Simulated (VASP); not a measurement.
Input of a VASP 6.6.1 run:

The input INCAR:

```
SYSTEM = MgAu
  ALGO = Fast
  EDIFF = 1E-7
  ENCUT = 520
  GGA = CA
  ISIF = 2
  ISMEAR = 0
  LASPH = .True.
  LCHARG = .True.
  LELF = .True.
  LREAL = .False.
  LVHAR = .True.
  LWAVE = .False.
  NBANDS = 14
  NELM = 60
  PREC = Accurate
  SIGMA = 0.1
```

Contents of KPOINTS:

```
k-points
0
Gamma
  6 6 6
  0 0 0
```

File POSCAR:

```
MgAu
1.0
    3.2590000000      0.0000000000      0.0000000000
    0.0000000000      3.2590000000      0.0000000000
    0.0000000000      0.0000000000      3.2590000000
Mg Au
1 1
Direct
    0.5000000000      0.5000000000      0.5000000000
    0.0000000000      0.0000000000      0.0000000000
```

Potentials or basis: VASP PAW LDA potentials, release 64 (Mg, Au).

Launch:

```bash
$ cat potpaw_LDA.64/Mg/POTCAR potpaw_LDA.64/Au/POTCAR > POTCAR
$ mpirun -np 1 vasp_std > vasp.out
```

Problem. Predict the band gap on the k mesh.

Solution. None (metal or under the smearing width).

Problem. Predict the pressure.

Solution. -3.4 GPa.

The run has no spin-orbit coupling, so splittings on Au are missing.
